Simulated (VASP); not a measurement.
Take Be (hcp), against free atoms with fixed spin and no zero-point term, in VASP with PAW potentials, and its cohesive energy.

Task: One run gives 4.22 eV/atom. Which level is it?
A. PBE
B. PBEsol
C. LDA
D. r2SCAN

Result: C, LDA.  The others give 3.80 (r2SCAN), 3.97 (PBEsol), 3.73 (PBE).

Only levels that ran to the end are used. Left out are those held back, those with too coarse a band path, GW runs whose mesh misses a band edge, hybrids' fits of cells that aren't cubic and levels without matching references; a question may draw on a part of the rest.

The compound is Be in the hcp structure.
